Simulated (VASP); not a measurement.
Method: PBEsol GGA, VASP's PBE PAW potentials (set 64) (plane waves; VASP).

Input for VASP

**KPOINTS**
```
Automatic
0
gamma
  12 12 12
```

**INCAR**
```
SYSTEM=Ca
PREC=Accurate; ENCUT=500; LREAL=.False.
LASPH=.True.
EDIFF=1E-6; NELM=100; ALGO=Normal
ISMEAR=1; SIGMA=0.1
GGA=PS
IBRION=2; NSW=40; ISIF=3
EDIFFG=-0.02; PSTRESS=100
LWAVE=.False.; LCHARG=.False.
```

**POSCAR**
```
Ca
1.0
  0.0000000000   2.5448556673   2.5448556673
  2.5448556673   0.0000000000   2.5448556673
  2.5448556673   2.5448556673   0.0000000000
Ca
1
Direct
  0.0000000000   0.0000000000   0.0000000000
```

POTCAR, in this order: Ca_sv (PBE.64 set). Program: vasp_std.

Energy and stress use the plane-wave basis of the starting cell.

Problem. Estimate the energy per atom (σ→0), volume per atom.

Solution. 
```json
{
 "energy per atom (σ→0)": "-1.849 eV/atom",
 "volume_per_atom": "29.05 Å³/atom"
}
```

**OSZICAR**
```
...
DAV:   3    -0.184639658786E+01    0.10834E-01   -0.83637E-02  1843   0.256E+00    0.243E-01
DAV:   4    -0.184713123548E+01   -0.73465E-03   -0.27329E-03  1358   0.658E-01    0.143E-01
DAV:   5    -0.184873256576E+01   -0.16013E-02   -0.35915E-03  1911   0.320E-01    0.402E-02
DAV:   6    -0.184871229290E+01    0.20273E-04   -0.60782E-05  1995   0.638E-02    0.796E-03
DAV:   7    -0.184871264068E+01   -0.34778E-06   -0.39833E-05  1649   0.263E-02    0.910E-03
DAV:   8    -0.184871674423E+01   -0.41035E-05   -0.60136E-06  2023   0.216E-02    0.153E-03
DAV:   9    -0.184871676869E+01   -0.24464E-07   -0.42183E-08   666   0.232E-03
   3 F= -.35466321E-01 E0= -.35655942E-01  d E =-.662539E-01
```

The compound is Ca in the fcc structure. This run relaxes it under an external pressure of 10 GPa. Symmetry was kept, so distortions that lower it aren't found.
